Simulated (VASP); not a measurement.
All values below come from revPBE GGA, VASP's PBE PAW potentials (set 64) (plane waves; VASP 6.6.1).

A VASP calculation is set up with these files.

### INCAR
```
EDIFFG=-0.01
LWAVE=.FALSE.
GGA=RE   # revPBE
ISMEAR=1
SIGMA=0.1
ALGO=Normal   # blocked Davidson
PREC=Accurate
LREAL=.FALSE.
IBRION=2   # conjugate gradients
LMAXMIX=6   # l cut-off of mixed one-centre charges
SYSTEM=Os
LCHARG=.FALSE.
ENCUT=520   # plane-wave cut-off (eV)
NELM=100   # most electronic steps
EDIFF=1E-7   # SCF stop (eV)
ISIF=4
LASPH=.TRUE.   # aspherical one-centre terms
NSW=30
```

**POSCAR**
```
Os
1
    1.3944573285    -2.4152705737     0.0000000000
    1.3944573285     2.4152705737     0.0000000000
    0.0000000000     0.0000000000     4.3938780668
Os
2
Direct
  0.3333330000   0.6666670000   0.2500000000
  0.6666670000   0.3333330000   0.7500000000
```

File KPOINTS:
```
Automatic mesh
0
Gamma
15 15 9
0 0 0
```

POTCAR, in this order: Os (PBE.64 set). Program: vasp_std.

Output

File OSZICAR:
```
       N       E                     dE             d eps       ncg     rms          rms(c)
DAV:   1     0.103047654441E+03    0.10305E+03   -0.76049E+03  3240   0.127E+03
DAV:   2    -0.151792884462E+02   -0.11823E+03   -0.10728E+03  3424   0.394E+02
DAV:   3    -0.226603420435E+02   -0.74811E+01   -0.67914E+01  4076   0.789E+01
DAV:   4    -0.228618722710E+02   -0.20153E+00   -0.20023E+00  3420   0.136E+01
DAV:   5    -0.228640596136E+02   -0.21873E-02   -0.21869E-02  3812   0.120E+00    0.198E+01
DAV:   6    -0.217483044915E+02    0.11158E+01   -0.13325E+00  3540   0.106E+01    0.873E+00
DAV:   7    -0.214453527142E+02    0.30295E+00   -0.86400E-01  3792   0.843E+00    0.359E-01
DAV:   8    -0.214403044076E+02    0.50483E-02   -0.72815E-03  3344   0.697E-01    0.246E-01
DAV:   9    -0.214381525254E+02    0.21519E-02   -0.13398E-03  3484   0.444E-01    0.493E-02
DAV:  10    -0.214381940303E+02   -0.41505E-04   -0.63707E-05  3632   0.850E-02    0.102E-02
DAV:  11    -0.214381627660E+02    0.31264E-04   -0.63594E-06  3376   0.289E-02    0.809E-04
DAV:  12    -0.214381619046E+02    0.86140E-06   -0.16137E-07  2944   0.489E-03    0.799E-04
DAV:  13    -0.214381616847E+02    0.21991E-06   -0.12604E-08  1712   0.103E-03    0.225E-04
DAV:  14    -0.214381616160E+02    0.68697E-07   -0.35350E-09  1676   0.759E-04
   1 F= -.21438162E+02 E0= -.21438622E+02  d E =-.214382E+02
       N       E                     dE             d eps       ncg     rms          rms(c)
DAV:   1    -0.214387924760E+02   -0.63079E-03   -0.60793E-02  3288   0.216E+00    0.131E-01
DAV:   2    -0.214382271076E+02    0.56537E-03   -0.64710E-04  3972   0.338E-01    0.659E-02
DAV:   3    -0.214380520586E+02    0.17505E-03   -0.32055E-04  3624   0.153E-01    0.127E-02
DAV:   4    -0.214380527979E+02   -0.73929E-06   -0.20713E-05  3368   0.602E-02    0.625E-03
DAV:   5    -0.214380525097E+02    0.28817E-06   -0.39902E-07  3672   0.648E-03    0.123E-03
DAV:   6    -0.214380525006E+02    0.91050E-08   -0.22740E-08  1688   0.184E-03
   2 F= -.21438053E+02 E0= -.21438481E+02  d E =0.109115E-03
       N       E                     dE             d eps       ncg     rms          rms(c)
DAV:   1    -0.214385192537E+02   -0.46674E-03   -0.21287E-02  3304   0.128E+00    0.771E-02
DAV:   2    -0.214383226302E+02    0.19662E-03   -0.22586E-04  3976   0.199E-01    0.389E-02
DAV:   3    -0.214382616670E+02    0.60963E-04   -0.11239E-04  3640   0.906E-02    0.744E-03
DAV:   4    -0.214382619955E+02   -0.32850E-06   -0.72612E-06  3352   0.357E-02    0.373E-03
DAV:   5    -0.214382619171E+02    0.78403E-07   -0.13127E-07  2308   0.385E-03
   3 F= -.21438262E+02 E0= -.21438716E+02  d E =-.100301E-03
```

File OUTCAR:
```
------------------------ aborting loop because EDIFF is reached ----------------------------------------
  FORCE on cell =-STRESS in cart. coord.  units (eV):
  Direction    XX          YY          ZZ          XY          YZ          ZX
  --------------------------------------------------------------------------------------
  Total       -2.0209100     -2.0209094     -2.0195983      0.0000000      0.0000000     -0.0000000
  in kB     -109.3977865   -109.3977546   -109.3267838      0.0000000      0.0000000     -0.0000000
  external PRESSURE =    -109.3741083 kB  Pullay stress =       0.0000000 kB
  volume of cell :       29.60
      direct lattice vectors                 reciprocal lattice vectors
     1.393656178 -2.413882956 -0.000000000     0.358768545 -0.207135147  0.000000000
     1.393656178  2.413882956 -0.000000000     0.358768545  0.207135147  0.000000000
    -0.000000000  0.000000000  4.398931176     0.000000000  0.000000000  0.227327949
 POSITION                                       TOTAL-FORCE (eV/Angst)
 -----------------------------------------------------------------------------------
      1.39366      0.80463      1.09973        -0.000000      0.000000      0.000000
      1.39366     -0.80463      3.29920         0.000000     -0.000000      0.000000
 -----------------------------------------------------------------------------------
    total drift:                                0.000001      0.000028     -0.000020
  FREE ENERGIE OF THE ION-ELECTRON SYSTEM (eV)
  ---------------------------------------------------
  free  energy   TOTEN  =       -21.4382619171 eV

  energy  without entropy=      -21.4396246248  energy(sigma->0) =      -21.43871615

 reached required accuracy - stopping structural energy minimisation
```
(Selected blocks of OUTCAR.)

**CONTCAR**
```
Os
   1.00000000000000
     1.3936561783787507   -2.4138829562358013   -0.0000000000000000
     1.3936561783787507    2.4138829562358013   -0.0000000000000000
    -0.0000000000000000    0.0000000000000000    4.3989311763014447
  Os
     2
Direct
     0.3333330000000032    0.6666669999999968    0.2500000000000000
     0.6666669999999968    0.3333330000000032    0.7500000000000000
```

The compound is Os in the hcp structure. This cell is one point of a volume scan, at 1.03 of the reference volume. Symmetry was kept, so distortions that lower it aren't found.
